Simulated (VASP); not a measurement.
Computed with r2SCAN+rVV10, VASP's PBE PAW potentials (set 64) (plane waves; VASP 6.6.1).

VASP ran on this input.

INCAR:
```
# general
SYSTEM  =CdS
PREC    =Accurate
ENCUT   =520
LREAL   =.FALSE.
LASPH   =.TRUE.

# electronic loop
EDIFF   =1E-7
NELM    =100
ALGO    =Normal
LMAXMIX =4
LMIXTAU =.TRUE.

# smearing
ISMEAR  =-5

# functional
METAGGA =R2SCAN
LUSE_VDW=.TRUE.
BPARAM  =11.95
CPARAM  =0.0093

# ions
ISIF    =2

# output
LWAVE   =.FALSE.
LCHARG  =.FALSE.
LORBIT  =11
NEDOS   =601
```

File POSCAR:
```
CdS
1
    0.0000000000     2.9312497283     2.9312497283
    2.9312497283     0.0000000000     2.9312497283
    2.9312497283     2.9312497283     0.0000000000
Cd S
1 1
Direct
  0.0000000000   0.0000000000   0.0000000000
  0.2500000000   0.2500000000   0.2500000000
```

**KPOINTS**
```
Automatic mesh
0
Gamma
9 9 9
0 0 0
```

### KPOINTS_OPT
```
k-points along high-symmetry lines
10
Line-mode
Reciprocal
  0.000000   0.000000   0.000000 ! GAMMA
 -0.500000  -0.500000   0.000000 ! X

 -0.500000  -0.500000   0.000000 ! X
 -0.375000  -0.375000   0.250000 ! U

 -0.375000  -0.000000   0.375000 ! K
  0.000000   0.000000   0.000000 ! GAMMA

  0.000000   0.000000   0.000000 ! GAMMA
  0.000000   0.000000   0.500000 ! L

  0.000000   0.000000   0.500000 ! L
 -0.500000  -0.250000   0.250000 ! W

 -0.500000  -0.250000   0.250000 ! W
 -0.500000  -0.500000   0.000000 ! X
```

POTCAR, in this order: Cd S (PBE.64 set). Program: vasp_std.

### Question
Predict the energy per atom (σ→0), band gap (over mesh and band path).

### Answer

The energy per atom (σ→0) comes out as -14.559 eV/atom and the band gap (over mesh and band path) comes out as 1.50 eV.

OSZICAR:
```
...
DAV:  15    -0.291186582431E+02   -0.31718E-04   -0.13229E-05   955   0.371E-02    0.402E-03
DAV:  16    -0.291186622754E+02   -0.40324E-05   -0.49428E-06   920   0.228E-02    0.347E-03
DAV:  17    -0.291186628887E+02   -0.61322E-06   -0.42243E-07   950   0.726E-03    0.287E-03
DAV:  18    -0.291186631101E+02   -0.22139E-06   -0.33898E-07   920   0.781E-03    0.818E-04
DAV:  19    -0.291186630357E+02    0.74347E-07   -0.17396E-07   782   0.425E-03
   1 F= -.29118663E+02 E0= -.29118663E+02  d E =0.000000E+00
       N       E                     dE             ncg
       N       E                     dE             ncg
```

The compound is CdS in the zinc blende structure, a metastable form; wurtzite is the usual one. It was relaxed first.
